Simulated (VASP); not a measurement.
Consider the following.

```
CELL_PARAMETERS angstrom
      0.00000     3.35858     3.35858
      3.35858     0.00000     3.35858
      3.35858     3.35858     0.00000
ATOMIC_POSITIONS crystal
  Sr 0.00000 0.00000 0.00000
  Te 0.50000 0.50000 0.50000
```

Computed with TPSS meta-GGA, VASP's PBE PAW potentials (set 64) (plane waves; VASP). Run with 520 eV cut-off, 8×8×8 Γ-centred mesh, tetrahedra with Blöchl corrections, potentials Sr_sv Te.

Unless said otherwise, spin-orbit coupling is left out, though it shifts the bands of the heavy elements here.

**Question.** Tabulate the total density of states (states/eV per cell) against energy (eV; zero at the valence-band maximum or, without a gap, the Fermi level).

**Answer.** 
```
E (eV) | DOS (states/eV)
    -9.89 | ## 0.50
    -9.22 |  0.00
    -8.66 |  0.00
    -7.99 |  0.00
    -7.32 |  0.00
    -6.76 |  0.00
    -6.09 |  0.00
    -5.42 |  0.00
    -4.86 |  0.00
    -4.19 |  0.00
    -3.52 |  0.00
    -2.96 |  0.00
    -2.29 | ######## 2.10
    -1.62 | ### 0.68
    -1.06 | ############################## 7.61
    -0.39 | ### 0.80
     0.28 |  0.00
     0.84 |  0.00
     1.51 |  0.00
     2.18 | # 0.26
     2.74 | ### 0.65
     3.41 | ###### 1.56
     4.08 | ##### 1.26
     4.64 | ############## 3.43
     5.31 | ############## 3.58
```
Within 2 eV below the valence-band maximum the largest weight inside VASP's projection spheres is Te p.

The compound is SrTe in the rock salt structure. It was relaxed first.
